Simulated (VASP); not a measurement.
```xyz
1
Lattice="0.0000 2.3589 2.3589 2.3589 0.0000 2.3589 2.3589 2.3589 0.0000" Properties=species:S:1:pos:R:3 pbc="T T T"
Sb     0.0000     0.0000     0.0000
```

These are PBEsol GGA, VASP's PBE PAW potentials (set 64) (plane waves; VASP) values and carry that method's errors. Settings: 400 eV cut-off, Gaussian smearing of 0.050 eV, potentials Sb.

Problem. Give the energies of bands 2 to 5 at the high-symmetry points, in eV from the Fermi level.

Solution. 
| band | Γ | X | U | L | W |
|---|---|---|---|---|---|
| 2 | 5.47 | -5.10 | -4.18 | -6.03 | -3.30 |
| 3 | 5.47 | 0.34 | -3.14 | 3.72 | -3.30 |
| 4 | 5.47 | 0.34 | 1.20 | 3.72 | -1.62 |
| 5 | 10.04 | 4.11 | 5.02 | 8.31 | 9.37 |

It has no gap at this level: it comes out as a metal or semimetal.

The structure comes from a measured Sb entry (Fm-3m) of the Crystallography Open Database, whose conditions weren't checked. It was relaxed first, which changed the volume by +7 %.
